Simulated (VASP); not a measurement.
Computed with r2SCAN meta-GGA, VASP's PBE PAW potentials (set 64) (plane waves; VASP).

The input files of a VASP run:

File KPOINTS:
```
Automatic mesh
0
G
 6 6 5
0 0 0
```

INCAR:
```
ISMEAR = -5
LCHARG = .False.
METAGGA = R2SCAN
EDIFF = 1E-7
PREC = Accurate
LASPH = .True.   ! aspherical one-centre terms
LWAVE = .False.
ISIF = 2
LMIXTAU = .True.
LEFG = .True.
ALGO = Normal   ! blocked Davidson
ENCUT = 520   ! plane-wave cut-off (eV)
NEDOS = 601
SYSTEM = SiO2
LREAL = .False.   ! projection in real space or not
LORBIT = 11   ! lm-projected
NELM = 100   ! most electronic steps
```

KPOINTS_OPT:
```
k-points along high-symmetry lines
6
Line-mode
Reciprocal
  0.000000   0.000000   0.000000 ! GAMMA
  0.500000   0.000000   0.000000 ! M

  0.500000   0.000000   0.000000 ! M
  0.333333   0.333333   0.000000 ! K

  0.333333   0.333333   0.000000 ! K
  0.000000   0.000000   0.000000 ! GAMMA

  0.000000   0.000000   0.000000 ! GAMMA
  0.000000   0.000000   0.500000 ! A

  0.000000   0.000000   0.500000 ! A
  0.500000   0.000000   0.500000 ! L

  0.500000   0.000000   0.500000 ! L
  0.333333   0.333333   0.500000 ! H

  0.333333   0.333333   0.500000 ! H
  0.000000   0.000000   0.500000 ! A

  0.500000   0.000000   0.500000 ! L
  0.500000   0.000000   0.000000 ! M

  0.333333   0.333333   0.500000 ! H
  0.333333   0.333333   0.000000 ! K
```

File POSCAR:
```
SiO2
1
    4.9184578100    -0.0000000000    -0.0000000000
   -2.4592289050     4.2595095323     0.0000000000
    0.0000000000     0.0000000000     5.4305237924
Si O
3 6
Direct
  0.5311571761   0.5311571761   1.0000000000
  0.4688428239   0.0000000000   0.3333330000
  0.0000000000   0.4688428239   0.6666670000
  0.2691315199   0.4133400608   0.7848798033
  0.5866599392   0.8557914592   0.1182128033
  0.1442085408   0.7308684801   0.4515468033
  0.4133400608   0.2691315199   0.2151201967
  0.8557914592   0.5866599392   0.8817871967
  0.7308684801   0.1442085408   0.5484531967
```

POTCAR, in this order: Si O (PBE.64 set). Program: vasp_std.

Output

### OUTCAR
```
 ion  position               nearest neighbor table
   1  0.531  0.531  0.000-   8 1.61   5 1.61   4 1.62   7 1.62   3 3.07   3 3.07   2 3.07   2 3.07
  LATTYP: Found a hexagonal cell.
 ALAT       =     4.9184578100
 C/A-ratio  =     1.1041110857
 Subroutine PRICEL returns:
 Original cell was already a primitive cell.
 Subroutine GETGRP returns: Found  6 space group operations
The static configuration has the point symmetry C_2 .
 The point group associated with its full space group is D_3 .
The dynamic configuration has the point symmetry C_2 .
 Subroutine INISYM returns: Found  6 space group operations
 Subroutine IBZKPT returns following result:
 Found     27 irreducible k-points:

 Following reciprocal coordinates:
            Coordinates               Weight
  0.000000  0.000000  0.000000      1.000000
  0.166667  0.000000  0.000000      6.000000
  0.333333  0.000000  0.000000      6.000000
  0.500000  0.000000  0.000000      3.000000
  0.166667  0.166667  0.000000      6.000000
  0.333333  0.166667  0.000000     12.000000
  0.333333  0.333333  0.000000      2.000000
  0.000000  0.000000  0.200000      2.000000
  0.166667  0.000000  0.200000      6.000000
  0.000000  0.166667  0.200000      6.000000
  0.333333  0.000000  0.200000      6.000000
  0.000000  0.333333  0.200000      6.000000
  0.500000  0.000000  0.200000      6.000000
  0.166667  0.166667  0.200000     12.000000
  0.333333  0.166667  0.200000     12.000000
 -0.166667  0.500000  0.200000     12.000000
  0.333333  0.333333  0.200000      4.000000
  0.000000  0.000000  0.400000      2.000000
  0.166667  0.000000  0.400000      6.000000
  0.000000  0.166667  0.400000      6.000000
  0.333333  0.000000  0.400000      6.000000
  0.000000  0.333333  0.400000      6.000000
  0.500000  0.000000  0.400000      6.000000
...
```

OSZICAR:
```
       N       E                     dE             d eps       ncg     rms          rms(c)
DAV:   1     0.284702960093E+03    0.28470E+03   -0.26329E+04  1574   0.157E+03
DAV:   2    -0.932457162659E+02   -0.37795E+03   -0.37107E+03  2079   0.348E+02
DAV:   3    -0.112881709019E+03   -0.19636E+02   -0.19586E+02  1836   0.897E+01
DAV:   4    -0.113118815152E+03   -0.23711E+00   -0.23675E+00  1831   0.107E+01
DAV:   5    -0.113123269743E+03   -0.44546E-02   -0.44529E-02  1816   0.145E+00    0.259E+01
DAV:   6    -0.945332238054E+02    0.18590E+02   -0.26915E+01  1761   0.271E+01    0.146E+01
DAV:   7    -0.874899210023E+02    0.70433E+01   -0.16292E+00  1806   0.109E+01    0.501E+00
DAV:   8    -0.949843101037E+02   -0.74944E+01   -0.32868E+00  1721   0.105E+01    0.310E+00
DAV:   9    -0.893365457095E+02    0.56478E+01   -0.15745E+00  1626   0.790E+00    0.705E-01
DAV:  10    -0.892788796182E+02    0.57666E-01   -0.38695E-01  1596   0.530E+00    0.775E-01
DAV:  11    -0.892319684942E+02    0.46911E-01   -0.91140E-03  1826   0.846E-01    0.630E-01
DAV:  12    -0.894491881512E+02   -0.21722E+00   -0.12310E-01  1601   0.305E+00    0.206E-01
DAV:  13    -0.894183265062E+02    0.30862E-01   -0.15628E-02  1821   0.908E-01    0.210E-01
DAV:  14    -0.894246778155E+02   -0.63513E-02   -0.50151E-03  1771   0.541E-01    0.103E-01
DAV:  15    -0.894293392403E+02   -0.46614E-02   -0.15678E-03  1696   0.433E-01    0.391E-02
DAV:  16    -0.894298986940E+02   -0.55945E-03   -0.21045E-04  1801   0.122E-01    0.369E-02
DAV:  17    -0.894300116029E+02   -0.11291E-03   -0.53886E-05  1801   0.526E-02    0.172E-02
DAV:  18    -0.894301268493E+02   -0.11525E-03   -0.12631E-04  1736   0.106E-01    0.116E-02
DAV:  19    -0.894302201709E+02   -0.93322E-04   -0.29704E-05  1766   0.524E-02    0.900E-03
DAV:  20    -0.894302180498E+02    0.21211E-05   -0.16562E-06  1821   0.111E-02    0.542E-03
DAV:  21    -0.894302196731E+02   -0.16233E-05   -0.41403E-07  1585   0.660E-03    0.251E-03
DAV:  22    -0.894302197449E+02   -0.71737E-07   -0.21273E-07  1163   0.442E-03
   1 F= -.89430220E+02 E0= -.89430220E+02  d E =0.000000E+00
       N       E                     dE             ncg
       N       E                     dE             ncg
```

File OUTCAR:
```
------------------------ aborting loop because EDIFF is reached ----------------------------------------
  FORCE on cell =-STRESS in cart. coord.  units (eV):
  Direction    XX          YY          ZZ          XY          YZ          ZX
  --------------------------------------------------------------------------------------
  Total        0.0399902      0.0399902     -0.1268606      0.0000000     -0.0000000      0.0000000
  in kB        0.5631628      0.5631628     -1.7865166      0.0000000     -0.0000000      0.0000000
  external PRESSURE =      -0.2200637 kB  Pullay stress =       0.0000000 kB
  volume of cell :      113.77
      direct lattice vectors                 reciprocal lattice vectors
     4.918457810  0.000000000  0.000000000     0.203315763  0.117384407  0.000000000
    -2.459228905  4.259509532  0.000000000     0.000000000  0.234768814  0.000000000
     0.000000000  0.000000000  5.430523792     0.000000000  0.000000000  0.184144300
 POSITION                                       TOTAL-FORCE (eV/Angst)
 -----------------------------------------------------------------------------------
      1.30624      2.26247      0.00000         0.000093      0.000161     -0.000000
      2.30598      0.00000      1.81017        -0.000186      0.000000     -0.000000
     -1.15299      1.99704      3.62035         0.000093     -0.000161     -0.000000
      0.30721      1.76063      4.26231        -0.000734      0.004201      0.002656
      0.78088      3.64525      0.64196        -0.003271     -0.002736      0.002656
     -1.08809      3.11314      2.45214         0.004005     -0.001465      0.002656
      1.37114      1.14637      1.16822         0.004005      0.001465     -0.002656
      2.76644      2.49888      4.78857        -0.000734     -0.004201     -0.002656
      3.24010      0.61426      2.97839        -0.003271      0.002736     -0.002656
 -----------------------------------------------------------------------------------
    total drift:                                0.002733     -0.001303      0.000000
  FREE ENERGIE OF THE ION-ELECTRON SYSTEM (eV)
  ---------------------------------------------------
  free  energy   TOTEN  =       -89.4302197449 eV

  energy  without entropy=      -89.4302197449  energy(sigma->0) =      -89.43021974

 total charge

# of ion       s       p       d       tot
------------------------------------------
    1        0.634   1.000   0.000   1.634
    2        0.634   1.000   0.000   1.634
    3        0.634   1.000   0.000   1.634
    4        1.556   3.727   0.000   5.282
    5        1.556   3.727   0.000   5.282
    6        1.556   3.727   0.000   5.282
    7        1.556   3.727   0.000   5.282
    8        1.556   3.727   0.000   5.282
    9        1.556   3.727   0.000   5.282
--------------------------------------------------
tot         11.236  25.360   0.000  36.596
```
(Selected blocks of OUTCAR.)

The structure comes from a computed database's SiO2 entry (P3_121); how it stands against other phases isn't given here. It was relaxed first.
